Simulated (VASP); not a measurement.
# InBi: accuracy against cost in the plane-wave cutoff and k-mesh, part 3 of 3

How sensitive are energy, pressure and forces of InBi to the plane-wave cutoff and k-mesh? The atoms are off their equilibrium sites, so that forces can be compared too. The series runs use LDA. The atoms of the start are displaced at random from the sites of a F-43m cell.

VASP 6.6.1; LDA; plane waves and PAW (In_d, Bi_d).

So far. Step 15 (K-mesh: 7 7 7): Against the run before the energy moves by -25.52 meV an atom and the pressure by -0.15 GPa, after 12 cycles in 41 s.

## 16. K-mesh: 9 9 9

INCAR

```
SYSTEM = InBi
PREC = Accurate
ENCUT = 400
EDIFF = 1E-06
NELM = 100
ISMEAR = -1
SIGMA = 0.05
LREAL = .FALSE.
ALGO = Normal
GGA = CA
NBANDS = 20
LORBIT = 11
LWAVE = .FALSE.
LCHARG = .FALSE.
KPAR = 2
ISIF = 2
```

POSCAR

```
InBi
1.0
    0.0000000000      3.3835383100      3.3835383100
    3.3835383100      0.0000000000      3.3835383100
    3.3835383100      3.3835383100      0.0000000000
In Bi
1 1
Direct
    0.0017960000      0.0071830000      0.0023630000
    0.2508020000      0.2571210000      0.2348280000
```

KPOINTS

```
Automatic mesh
0
Gamma
9 9 9
0 0 0
```

Potentials, in the order of the species: In_d and Bi_d (PBE family, release 64).

Started as:

```
> mpirun -np 2 vasp_std
```

The log of the run:

```text
[... set-up lines as in an earlier step ...]
 entering main loop
       N       E                     dE             d eps       ncg     rms          rms(c)
DAV:   1     0.236673093610E+03    0.23667E+03   -0.12539E+04 14616   0.138E+03
DAV:   2     0.119717911823E+02   -0.22470E+03   -0.22092E+03 14780   0.371E+02
DAV:   3    -0.714243331624E+01   -0.19114E+02   -0.19009E+02 17088   0.133E+02
DAV:   4    -0.782730468763E+01   -0.68487E+00   -0.68455E+00 17544   0.282E+01
[...]
DAV:  10    -0.772576982065E+01   -0.15911E-04   -0.75862E-05 17276   0.103E-01    0.810E-03
DAV:  11    -0.772577205875E+01   -0.22381E-05   -0.53052E-06 15860   0.263E-02    0.682E-03
DAV:  12    -0.772577244561E+01   -0.38686E-06   -0.10636E-06 12552   0.122E-02
   1 F= -.77257724E+01 E0= -.77244523E+01  d E =-.264036E-02
```

Wall time 86 s (2 MPI ranks of AMD EPYC 9R14 (Zen 4), shared host); peak memory 0.85 GiB.

Parts of OUTCAR (step 16):

```text
  Total       -0.8297812     -0.8311099     -0.8117765      0.0777912      0.3516375      0.3691444
  in kB      -17.1605368    -17.1880167    -16.7881851      1.6087833      7.2721431      7.6341999
  external PRESSURE =     -17.0455796 kB  Pullay stress =       0.0000000 kB

 POSITION                                       TOTAL-FORCE (eV/Angst)
 -----------------------------------------------------------------------------------
      0.03230      0.01407      0.03038        -0.289171     -0.304102     -0.065359
      1.66453      1.64315      1.71858         0.289171      0.304102      0.065359
 -----------------------------------------------------------------------------------
    total drift:                                0.000092     -0.000500      0.000127

  FREE ENERGIE OF THE ION-ELECTRON SYSTEM (eV)
  ---------------------------------------------------
  free  energy   TOTEN  =        -7.7257724456 eV

  energy  without entropy=       -7.7231320837  energy(sigma->0) =       -7.72445226

[... 1 part as in an earlier step ...]

[... 2 further parts left out ...]
[key lines of the parts left out:]
E-fermi :   4.1037
```

Against the run before the energy moves by -5.41 meV an atom and the pressure by -0.04 GPa, after 12 cycles in 86 s.

## 17. K-mesh: 11 11 11

INCAR is that of step 16.

POSCAR is that of step 16.

KPOINTS

```
Automatic mesh
0
Gamma
11 11 11
0 0 0
```

Started as:

```
> mpirun -np 2 vasp_std
```

The log of the run:

```text
[... set-up lines as in an earlier step ...]
 entering main loop
       N       E                     dE             d eps       ncg     rms          rms(c)
DAV:   1     0.237485320100E+03    0.23749E+03   -0.12492E+04 26656   0.138E+03
DAV:   2     0.119549990713E+02   -0.22553E+03   -0.22179E+03 27032   0.372E+02
DAV:   3    -0.715375594800E+01   -0.19109E+02   -0.19012E+02 31324   0.133E+02
DAV:   4    -0.783042774698E+01   -0.67667E+00   -0.67637E+00 32044   0.281E+01
[...]
DAV:  10    -0.772779173419E+01   -0.15914E-04   -0.76011E-05 30952   0.103E-01    0.806E-03
DAV:  11    -0.772779399804E+01   -0.22639E-05   -0.55195E-06 29104   0.267E-02    0.682E-03
DAV:  12    -0.772779438341E+01   -0.38537E-06   -0.10671E-06 22508   0.123E-02
   1 F= -.77277944E+01 E0= -.77268414E+01  d E =-.190592E-02
```

Elapsed: 2.5 min, on 2 MPI ranks; peak memory 1.4 GiB; 5.1 min of CPU time.

From OUTCAR (step 17):

```text
  Total       -0.8409533     -0.8426010     -0.8177187      0.0770818      0.3435505      0.3605694
  in kB      -17.3915852    -17.4256609    -16.9110750      1.5941137      7.1048986      7.4568625
  external PRESSURE =     -17.2427737 kB  Pullay stress =       0.0000000 kB

 POSITION                                       TOTAL-FORCE (eV/Angst)
 -----------------------------------------------------------------------------------
      0.03230      0.01407      0.03038        -0.297911     -0.313438     -0.065636
      1.66453      1.64315      1.71858         0.297911      0.313438      0.065636
 -----------------------------------------------------------------------------------
    total drift:                                0.000083     -0.000492      0.000124

  FREE ENERGIE OF THE ION-ELECTRON SYSTEM (eV)
  ---------------------------------------------------
  free  energy   TOTEN  =        -7.7277943834 eV

  energy  without entropy=       -7.7258884604  energy(sigma->0) =       -7.72684142

[... 1 part as in an earlier step ...]

[... 2 further parts left out ...]
[key lines of the parts left out:]
E-fermi :   4.1254
```

Against the run before the energy moves by -1.19 meV an atom and the pressure by -0.02 GPa, after 12 cycles in 2.5 min.

## 18. The k-mesh series as a table

This step: convergence of LDA results with the mesh; plane waves and PAW (VASP 6.6.1).

No new run; the numbers come from the runs before.

Differences are taken from the run with 11 11 11. Results of the series, by row:

```tsv
setting	status	energy less the reference (meV/atom)	pressure (GPa)	largest force difference (meV/Å)	SCF cycles	wall time (s)
2 2 2	converged	819	4.021	187.6	12	2.8
3 3 3	converged	230.7	-0.3164	75.16	12	4.6
4 4 4	converged	77.43	-1.264	13.04	12	10
5 5 5	converged	32.13	-1.512	34.55	12	15.8
7 7 7	converged	6.608	-1.663	22.35	12	41
9 9 9	converged	1.195	-1.705	9.336	12	86
11 11 11	converged	0	-1.724	0	12	153
```

## 19. Summary of results

```yaml
plane_wave_cutoff_from_which_the_energy_stays_within_10_mev_atom_of_the_reference: ENCUT = 240
plane_wave_cutoff_from_which_the_energy_stays_within_1_mev_atom_of_the_reference: ENCUT = 240
plane_wave_cutoff_from_which_the_pressure_stays_within_0p2_gpa_of_the_reference: ENCUT = 390
spread_of_the_pressure_over_the_plane_wave_cutoff: 223 GPa
spread_of_the_energy_over_the_plane_wave_cutoff: 4969 meV/atom
k_mesh_from_which_the_energy_stays_within_10_mev_atom_of_the_reference: 7 7 7
k_mesh_from_which_the_energy_stays_within_1_mev_atom_of_the_reference: none before the reference itself
k_mesh_from_which_the_pressure_stays_within_0p2_gpa_of_the_reference: 7 7 7
spread_of_the_pressure_over_the_k_mesh: 5.74 GPa
spread_of_the_energy_over_the_k_mesh: 819 meV/atom
```

In words: From ENCUT = 240 on, the energy stays within 1 meV an atom of the reference, at 30 % of its time. The pressure holds within 0.2 GPa from ENCUT = 390 on. These cutoffs are 0.6 to 2 times the default of the data sets, about 240 eV; at the default the run is off by -0.0 meV an atom, -0.73 GPa, 1.1 meV/Å in forces, and at 1.3 times by -0.0 meV an atom, -0.47 GPa, 0.1 meV/Å in forces. Energy differences between like cells converge faster than these totals. No run before the reference (11 11 11) settles within 1 meV an atom of it; the nearest step is off by +1.2 meV an atom, +0.02 GPa, 9.3 meV/Å in forces. The pressure holds within 0.2 GPa from 7 7 7 on. A metal's Fermi surface slows this convergence. Differences are taken from the run with ENCUT = 490, which is itself not the exact limit. The runs at ENCUT = 150; ENCUT = 180; ENCUT = 220 are over 30 meV an atom or 2 GPa off and describe the material poorly. The runs at 2 2 2; 3 3 3; 4 4 4; 5 5 5 are over 30 meV an atom or 2 GPa off and describe the material poorly.

[Lines on the potential files, build, host, timing and source positions are cut from VASP's logs without a mark.]

[Logs are printed without paths, hosts, clocks, repeated set-up lines and the standing remarks that a program may print on its own settings, such as how far it seeks lower states.]

[Hosts, paths, dates, database ids (printed as entryN), source tags and the programs' standing remarks are cut or masked in the printed files.]

[A measured line is paired with the nearest computed mode of its activity, which favours agreement.]

[In band tables of VASP the shares of atoms and orbitals are scaled to a sum of 1 inside the atoms' spheres.]
